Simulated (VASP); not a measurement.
Input:

```
CELL_PARAMETERS angstrom
      0.00000     2.46470     2.46470
      2.46470     0.00000     2.46470
      2.46470     2.46470     0.00000
ATOMIC_POSITIONS crystal
  Y  0.00000 0.00000 0.00000
  N  0.50000 0.50000 0.50000
```

These are PBE GGA, VASP's PBE PAW potentials (set 64) (plane waves; VASP) values and carry that method's errors. Settings: 600 eV cut-off, 8×8×8 Γ-centred mesh, Gaussian smearing of 0.050 eV, potentials Y_sv N.

Problem. Predict the energy per atom (σ→0), pressure.

Solution. 
- energy per atom (σ→0): -9.113 eV/atom
- pressure: -2.42 GPa

The compound is YN in the rock salt structure. This cell was strained or had an atom moved on purpose.
